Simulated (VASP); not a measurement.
All values below come from SCAN meta-GGA, VASP's PBE PAW potentials (set 64) (plane waves; VASP 6.6.1).

VASP ran on this input.

POSCAR:
```
Pt
1
    0.0000000000     1.9676210187     1.9676210187
    1.9676210187     0.0000000000     1.9676210187
    1.9676210187     1.9676210187     0.0000000000
Pt
1
Direct
  1.0000000000   1.0000000000   0.0000000000
```

### KPOINTS
```
Automatic mesh
0
Gamma
16 16 16
0 0 0
```

**INCAR**
```
LMIXTAU = T
SYSTEM = Pt
METAGGA = SCAN
LMAXMIX = 6   # l cut-off of mixed one-centre charges
NELM = 100   # most electronic steps
LCHARG = F
LASPH = T
ENCUT = 520   # plane-wave cut-off (eV)
LREAL = F
PREC = Accurate
ISMEAR = 1
LWAVE = F
SIGMA = 0.1   # width (eV)
ALGO = Normal   # blocked Davidson
EDIFF = 1E-7
ISIF = 2
```

POTCAR, in this order: Pt (PBE.64 set). Program: vasp_std.

The run wrote:

**OUTCAR**
```
 ion  position               nearest neighbor table
   1  0.000  0.000  0.000-
  LATTYP: Found a face centered cubic cell.
 ALAT       =     3.9352420374
 Subroutine PRICEL returns:
 Original cell was already a primitive cell.
 Subroutine GETGRP returns: Found 48 space group operations
The static configuration has the point symmetry O_h .
The dynamic configuration has the point symmetry O_h .
 Subroutine INISYM returns: Found 48 space group operations
 Subroutine IBZKPT returns following result:
 Found    145 irreducible k-points:

 Following reciprocal coordinates:
            Coordinates               Weight
  0.000000  0.000000  0.000000      1.000000
  0.062500  0.000000  0.000000      8.000000
  0.125000  0.000000  0.000000      8.000000
  0.187500  0.000000  0.000000      8.000000
  0.250000  0.000000  0.000000      8.000000
  0.312500  0.000000  0.000000      8.000000
  0.375000  0.000000  0.000000      8.000000
  0.437500  0.000000  0.000000      8.000000
  0.500000  0.000000  0.000000      4.000000
  0.062500  0.062500  0.000000      6.000000
  0.125000  0.062500  0.000000     24.000000
  0.187500  0.062500  0.000000     24.000000
  0.250000  0.062500  0.000000     24.000000
  0.312500  0.062500  0.000000     24.000000
  0.375000  0.062500  0.000000     24.000000
  0.437500  0.062500  0.000000     24.000000
  0.500000  0.062500  0.000000     24.000000
 -0.437500  0.062500  0.000000     24.000000
 -0.375000  0.062500  0.000000     24.000000
 -0.312500  0.062500  0.000000     24.000000
 -0.250000  0.062500  0.000000     24.000000
 -0.187500  0.062500  0.000000     24.000000
 -0.125000  0.062500  0.000000     24.000000
 -0.062500  0.062500  0.000000     12.000000
  0.125000  0.125000  0.000000      6.000000
...
```

OSZICAR:
```
       N       E                     dE             d eps       ncg     rms          rms(c)
DAV:   1    -0.308648273639E+02   -0.30865E+02   -0.58592E+03  2898   0.107E+03
DAV:   2    -0.733835787467E+02   -0.42519E+02   -0.40487E+02  2744   0.191E+02
DAV:   3    -0.737711217751E+02   -0.38754E+00   -0.38444E+00  3138   0.185E+01
DAV:   4    -0.737719693763E+02   -0.84760E-03   -0.84751E-03  2948   0.898E-01
DAV:   5    -0.737719735448E+02   -0.41686E-05   -0.41679E-05  3010   0.576E-02    0.116E+01
DAV:   6    -0.699712141723E+02    0.38008E+01   -0.99654E-01  2626   0.994E+00    0.580E+00
DAV:   7    -0.694259658094E+02    0.54525E+00   -0.43121E+00  2674   0.246E+01    0.545E+00
DAV:   8    -0.697416814679E+02   -0.31572E+00   -0.21750E-01  2610   0.657E+00    0.581E+00
DAV:   9    -0.697198486972E+02    0.21833E-01   -0.84236E-02  2714   0.377E+00    0.659E+00
DAV:  10    -0.701344353719E+02   -0.41459E+00   -0.42335E+00  2653   0.195E+01    0.299E+00
DAV:  11    -0.700503001516E+02    0.84135E-01   -0.68436E-02  2644   0.292E+00    0.236E+00
DAV:  12    -0.700188088416E+02    0.31491E-01   -0.24422E-02  2615   0.177E+00    0.170E+00
DAV:  13    -0.702217202603E+02   -0.20291E+00   -0.85715E-02  2610   0.396E+00    0.130E+00
DAV:  14    -0.702592401432E+02   -0.37520E-01   -0.30897E-02  2628   0.249E+00    0.123E+00
DAV:  15    -0.702617575023E+02   -0.25174E-02   -0.61440E-03  2676   0.996E-01    0.126E+00
DAV:  16    -0.702681214509E+02   -0.63639E-02   -0.20762E-03  2855   0.408E-01    0.144E+00
DAV:  17    -0.702435414813E+02    0.24580E-01   -0.63572E-02  2680   0.238E+00    0.422E-01
DAV:  18    -0.702423409454E+02    0.12005E-02   -0.36746E-02  2819   0.203E+00    0.338E-01
DAV:  19    -0.702420154315E+02    0.32551E-03   -0.14826E-03  2744   0.369E-01    0.190E-01
DAV:  20    -0.702423691209E+02   -0.35369E-03   -0.11730E-03  2716   0.357E-01    0.103E-01
DAV:  21    -0.702424898162E+02   -0.12070E-03   -0.21021E-04  2805   0.168E-01    0.868E-02
DAV:  22    -0.702425956955E+02   -0.10588E-03   -0.15037E-04  2832   0.121E-01    0.120E-01
DAV:  23    -0.702425238265E+02    0.71869E-04   -0.11282E-04  2681   0.974E-02    0.717E-02
DAV:  24    -0.702424490662E+02    0.74760E-04   -0.27210E-04  2681   0.160E-01    0.797E-03
DAV:  25    -0.702424500598E+02   -0.99364E-06   -0.25799E-06  2863   0.205E-02    0.465E-03
DAV:  26    -0.702424485300E+02    0.15298E-05   -0.30360E-06  2758   0.181E-02    0.650E-03
DAV:  27    -0.702424486594E+02   -0.12935E-06   -0.10128E-06  2622   0.118E-02    0.315E-03
DAV:  28    -0.702424486875E+02   -0.28090E-07   -0.41999E-07  2590   0.700E-03
   1 F= -.70242449E+02 E0= -.70242145E+02  d E =-.911499E-03
```

File OUTCAR:
```
------------------------ aborting loop because EDIFF is reached ----------------------------------------
  FORCE on cell =-STRESS in cart. coord.  units (eV):
  Direction    XX          YY          ZZ          XY          YZ          ZX
  --------------------------------------------------------------------------------------
  Total       -0.7797582     -0.7797582     -0.7797582      0.0000000     -0.0000000     -0.0000000
  in kB      -82.0004442    -82.0004442    -82.0004442      0.0000000     -0.0000000     -0.0000000
  external PRESSURE =     -82.0004442 kB  Pullay stress =       0.0000000 kB
  volume of cell :       15.24
      direct lattice vectors                 reciprocal lattice vectors
     0.000000000  1.967621019  1.967621019    -0.254113976  0.254113976  0.254113976
     1.967621019  0.000000000  1.967621019     0.254113976 -0.254113976  0.254113976
     1.967621019  1.967621019  0.000000000     0.254113976  0.254113976 -0.254113976
 POSITION                                       TOTAL-FORCE (eV/Angst)
 -----------------------------------------------------------------------------------
      0.00000      0.00000      0.00000         0.000000      0.000000      0.000000
 -----------------------------------------------------------------------------------
    total drift:                               -0.000000      0.000000      0.000000
  FREE ENERGIE OF THE ION-ELECTRON SYSTEM (eV)
  ---------------------------------------------------
  free  energy   TOTEN  =       -70.2424486875 eV

  energy  without entropy=      -70.2415371882  energy(sigma->0) =      -70.24214485
```
(Selected blocks of OUTCAR.)

### OUTCAR
```
 val. band max:       10.7161028436   @ k =  -0.1875   0.1875   0.0625

 cond. band min:      10.7218397235   @ k =  -0.4375   0.3750   0.1250


 Fermi energy:        10.7191379066

 k-point     1 :       0.0000    0.0000    0.0000
  band No.  band energies     occupation
      1      -0.0970      2.00000
      2       6.8299      2.00000
      3       6.8313      2.00000
      4       6.8313      2.00000
      5       8.9522      2.00000
      6       8.9528      2.00000
      7      26.0499      0.00000
      8      31.0729      0.00000
      9      31.0729      0.00000

 k-point     2 :       0.0625    0.0000    0.0000
  band No.  band energies     occupation
      1       0.0664      2.00000
      2       6.7578      2.00000
      3       6.8953      2.00000
      4       6.8962      2.00000
      5       8.9175      2.00000
      6       8.9181      2.00000
      7      26.3075      0.00000
      8      30.2754      0.00000
      9      31.3201      0.00000

 k-point     3 :       0.1250    0.0000    0.0000
  band No.  band energies     occupation
      1       0.5381      2.00000
      2       6.5782      2.00000
      3       7.0566      2.00000
      4       7.0575      2.00000
      5       8.8551      2.00000
      6       8.8558      2.00000
      7      26.9875      0.00000
      8      28.6173      0.00000
      9      32.0304      0.00000

 k-point     4 :       0.1875    0.0000    0.0000
  band No.  band energies     occupation
      1       1.2517      2.00000
      2       6.4078      2.00000
      3       7.2008      2.00000
      4       7.2017      2.00000
      5       8.8958      2.00000
      6       8.8964      2.00000
      7      26.6793      0.00000
      8      27.7608      0.00000
      9      33.0902      0.00000

 k-point     5 :       0.2500    0.0000    0.0000
  band No.  band energies     occupation
      1       2.0527      2.00000
      2       6.4470      2.00000
      3       7.1940      2.00000
...
```

Unless said otherwise, spin-orbit coupling is left out, though it shifts the bands of the heavy elements here.

The compound is Pt in the fcc structure. This cell is one point of a volume scan, at 1.03 of the reference volume.
